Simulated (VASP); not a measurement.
The system is TePt2Se.

```
Te Pt Se
1.0
     3.99930    0.00000    0.00000
    -1.99965    3.46350    0.00000
     0.00000    0.00000    5.29803
Te Pt Se
1 2 1
Direct
  0.33333 0.66667 0.50000
  0.66667 0.33333 0.75000
  0.66667 0.33333 0.25000
  0.00000 0.00000 0.00000
```

The cell comes from a database or a generator and needn't be the stable form of this composition.

| Item | Value |
| --- | --- |
| Program | VASP 6.6.1 |
| Task | relaxation of cell and atoms |
| Functional | PBE |
| Potentials or basis | VASP PAW PBE potentials, release 64 (Te, Pt, Se) |
| Cutoff | 600 eV |
| k mesh | 6 × 6 × 4 |
| Occupations | gaussian, width 0.1 eV |
| Spin | no spin polarisation |

At the start: pressure 21.4 GPa; volume 18.35 Å³/atom.

**Question.** Where does the relaxation end?

**Answer.** Over 6 steps the energy falls by 146.3 meV/atom and the volume is 20.69 Å³/atom (+12.8 %); space group P-6m2 (No. 187, to 0.05 Å).

The path:
| step | energy change (eV) | largest force (eV/Å) | pressure (GPa) | volume (Å³) |
| --- | --- | --- | --- | --- |
| 1 | 0.0000 | 0.8335 | 21.37 | 73.39 |
| 2 | 0.6210 | 0.1579 | -15.50 | 102.54 |
| 3 | -0.5819 | 0.0877 | -1.11 | 83.61 |
| 4 | -0.5839 | 0.1079 | -0.28 | 83.07 |
| 5 | -0.5840 | 0.1155 | 0.03 | 82.87 |
| 6 | -0.5853 | 0.0242 | 0.14 | 82.76 |

Final structure:
```
Te Pt Se
1.0
     4.14291    0.00000    0.00000
    -2.07145    3.58786    0.00000
     0.00000    0.00000    5.56785
Te Pt Se
1 2 1
Direct
  0.33333 0.66667 0.50000
  0.66667 0.33333 0.75408
  0.66667 0.33333 0.24592
  0.00000 0.00000 0.00000
```
